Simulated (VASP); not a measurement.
Zn7CdSe8:

```
Cd Zn Se
1.0
    -5.72672    0.00000    5.72672
    -5.72672   -5.72672    0.00000
     0.00000   -5.72672    5.72672
Cd Zn Se
1 7 8
Direct
  0.00000 0.50000 0.00000
  0.00000 0.00000 0.00000
  0.00000 0.50000 0.50000
  0.00000 0.00000 0.50000
  0.50000 0.50000 0.00000
  0.50000 0.00000 0.00000
  0.50000 0.50000 0.50000
  0.50000 0.00000 0.50000
  0.12500 0.12500 0.12500
  0.12500 0.62500 0.12500
  0.12500 0.12500 0.62500
  0.12500 0.62500 0.62500
  0.62500 0.12500 0.12500
  0.62500 0.62500 0.12500
  0.62500 0.12500 0.62500
  0.62500 0.62500 0.62500
```

The cell was built by a generator and needn't be a form met in nature.

| Quantity | Value |
| --- | --- |
| Program | VASP 6.6.1 |
| Task | relaxation of cell and atoms |
| Functional | PBEsol |
| Potentials or basis | VASP PAW PBE potentials, release 64 (Cd, Zn, Se) |
| Cutoff | 600 eV |
| k mesh | 4 × 4 × 4 |
| Occupations | gaussian, width 0.03 eV |
| Spin | no spin polarisation |

At the start: pressure -0.5 GPa; volume 23.48 Å³/atom.

Problem. How do energy, volume and symmetry change on relaxing?

Solution. Over 10 steps the energy falls by 20.5 meV/atom and the volume is 23.12 Å³/atom (-1.5 %); space group F-43m (No. 216, to 0.05 Å).

The path:
```
step  energy change (eV)  largest force (eV/Å)  pressure (GPa)  volume (Å³)
   1              0.0000                1.4421           -0.50       375.62
   2             -0.2785                0.5199           -0.17       371.67
   3             -0.3219                0.1274            0.16       369.22
   4             -0.3220                0.1228            0.14       369.35
   5             -0.3263                0.0649           -0.07       370.50
   6             -0.3269                0.0366           -0.18       371.07
   7             -0.3279                0.0166            0.02       369.76
   8             -0.3280                0.0160            0.02       369.85
   9             -0.3280                0.0158            0.02       369.88
  10             -0.3280                0.0072            0.01       369.95
```

Final structure:
```xyz
16
Lattice="-5.6978 0.0000 5.6978 -5.6978 -5.6978 0.0000 0.0000 -5.6978 5.6978" Properties=species:S:1:pos:R:3 pbc="T T T"
Cd   -2.8489   -2.8489    0.0000
Zn   -5.6978   -5.6978   11.3848
Zn   -8.5360   -5.6978    8.5466
Zn   -5.6978   -2.8596    8.5466
Zn   -5.6978   -8.5360    8.5466
Zn   -2.8596   -5.6978    8.5466
Zn   -5.6978   -5.6978    5.7085
Zn   -2.8489   -2.8489    5.6978
Se   -1.3581   -1.3581    1.4907
Se   -4.3396   -4.3396    1.4907
Se   -1.4236   -4.2742    4.2725
Se   -4.3396   -7.0559    4.2070
Se   -4.2742   -1.4236    4.2725
Se   -7.0559   -4.3396    4.2070
Se   -4.2742   -4.2742    7.1230
Se   -7.1214   -7.1214    7.1230
```

Caveat: the PAW data sets were made with another functional, which shifts forces and pressure a little.
